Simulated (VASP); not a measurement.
Data:

```xyz
8
Lattice="0.0000 2.7903 2.7903 2.7903 0.0000 2.7903 11.5117 11.5117 -0.3507" Properties=species:S:1:pos:R:3 pbc="T T T"
Li     2.9680     2.9680     5.4028
Li     2.7002     2.7002     0.0900
Cl     2.8341     2.8341     2.7464
Cl     5.3472     5.3472     3.0236
Cl     8.5900     8.5900     2.5711
Cl    11.8327    11.8327     2.1185
K      5.5747     5.5747     0.0058
K     11.6052    11.6052     5.1363
```

The numbers are results of PBEsol GGA, VASP's PBE PAW potentials (set 64) (plane waves; VASP), not measurements. Numerical set-up: 520 eV cut-off, 8×8×2 Γ-centred mesh, tetrahedra with Blöchl corrections, potentials Li_sv Cl K_sv.

The cores are frozen, which limits the accuracy of field gradients.

Task: Give the principal components of the electric field gradient (V/Å²) and the asymmetry η at each nucleus.

Result: 
| atom | Vxx | Vyy | Vzz | η |
|---|---|---|---|---|
| Li1 | -0.2 | -0.2 | 0.4 | - |
| Li2 | -0.2 | -0.2 | 0.4 | - |
| Cl3 | 15.9 | 15.9 | -31.9 | 0.00 |
| Cl4 | 1.7 | 1.7 | -3.4 | 0.00 |
| Cl5 | -12.0 | -12.0 | 24.0 | 0.00 |
| Cl6 | 1.7 | 1.7 | -3.4 | 0.00 |
| K7 | 10.1 | 10.1 | -20.2 | 0.00 |
| K8 | 10.1 | 10.1 | -20.2 | 0.00 |

The structure was generated: K2Li2Cl4 was put into an ordered model structure (R-3m), which need not be its known phase. It was relaxed first.
